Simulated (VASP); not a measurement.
A cell of Er (hcp) near equilibrium:

```
Er
1.0
    1.79147    -3.10292     0.00000
    1.79147     3.10292     0.00000
    0.00000     0.00000     5.53475
Er
2
Direct
  0.33333   0.66667   0.25000
  0.66667   0.33333   0.75000
```

The numbers are results of PBE GGA, VASP's PBE PAW potentials (set 64) (plane waves; VASP 6.6.1), not measurements.

The 4f electrons are frozen in the core of the lanthanide potential, so 4f levels, which can set the real gap, and their magnetism are missing.

```tsv
run	ΔE (meV/atom)	σxx	σyy	σzz	largest shear component, with its sign (GPa)	largest force (eV/Å)
as it is	0.0	0.10	0.10	0.21	0.00	0.000
after one change	4.2	-1.53	-1.53	-0.43	0.00	0.000
```
Stress is in GPa, positive when the cell is compressed.

**Question.** What was changed between the two runs?
A) biaxial strain of -1.0 % in the xz plane
B) atom 2 (Er) moved by -0.200 Å along z
C) uniaxial strain of -3.0 % along y
D) biaxial strain of +1.5 % in the xy plane

**Answer.** D, biaxial strain of +1.5 % in the xy plane

The compound is Er in the hcp structure.
